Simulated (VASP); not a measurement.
SiIH3, in a box:

```xyz
5
Lattice="13.0000 0.0000 0.0000 0.0000 12.0000 0.0000 0.0000 0.0000 12.0000" Properties=species:S:1:pos:R:3 pbc="T T T"
Si    5.9658    5.8285    6.0389
I     8.0390    4.8358    6.8540
H     4.9870    5.8481    7.1501
H     5.4601    5.0035    4.9178
H     6.2549    7.2062    5.5789
```

```yaml
Program: VASP 6.6.1
Task: single point
Functional: PBE
Potentials_or_basis: VASP PAW PBE potentials, release 64 (Si, I, H)
Cutoff: 520 eV
k_mesh: 1 × 1 × 1
Occupations: gaussian, width 0.01 eV
Spin: no spin polarisation
```

On this cell: largest force 0.231 eV/Å; gap between the frontier levels 4.92 eV.

The same run follows on a disturbed copy (atoms moved at random, drawn with an rms of 0.05 Å):

```
Si I H
1.0
    13.00000    0.00000    0.00000
     0.00000   12.00000    0.00000
     0.00000    0.00000   12.00000
Si I H
1 1 3
Direct
  0.46388 0.48772 0.49923
  0.61771 0.40193 0.56947
  0.38372 0.48615 0.59314
  0.42114 0.42009 0.41126
  0.47944 0.60322 0.46024
```

Q: What does the disturbed cell give?

A: The energy moves by +14.2 meV/atom; largest force 1.550 eV/Å; gap between the frontier levels 5.03 eV.

Forces on the atoms (eV/Å):
```
Si  -1.072  0.370  1.057
I    0.580 -0.190  0.163
H    0.507  0.118 -0.428
H   -0.197 -0.487 -0.754
H    0.182  0.189 -0.038
```

Caveats: spin-orbit coupling is left out, which moves the levels of the heavy elements.

